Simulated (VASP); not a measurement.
Input:

```yaml
crystal:
  lattice:
    - [5.88673, 0.00000, 0.00000]
    - [0.00000, 5.88673, 0.00000]
    - [0.00000, 0.00000, 5.88673]
  atoms:
    - { symbol: Cs, position: [0.00000, 0.00000, 0.00000] }
    - { symbol: Pb, position: [0.50000, 0.50000, 0.50000] }
    - { symbol: Cl, position: [0.50000, 0.00000, 0.50000] }
    - { symbol: Cl, position: [0.00000, 0.50000, 0.50000] }
    - { symbol: Cl, position: [0.50000, 0.50000, 0.00000] }
```

All values below come from revPBE GGA, VASP's PBE PAW potentials (set 64) (plane waves; VASP). Settings: 520 eV cut-off, 4×4×4 Γ-centred mesh, Gaussian smearing of 0.050 eV, potentials Cs_sv Pb_d Cl.

Unless said otherwise, spin-orbit coupling is left out, though it shifts the bands of the heavy elements here.

**Question.** Predict the energy per atom (σ→0), band gap (on the k-mesh) with the smallest direct gap where there is one.

**Answer.** 
```yaml
band gap (on the k-mesh): 2.55 eV
smallest direct gap (on the k-mesh): 2.55 eV
energy per atom (σ→0): -3.324 eV/atom
```

Total energies compare only between runs with the same potentials, cut-off and functional.

The compound is CsPbCl3 in the cubic perovskite structure, the ideal cubic form; the compound distorts at low or room temperature. This cell is one point of a volume scan, at 1.03 of the reference volume.
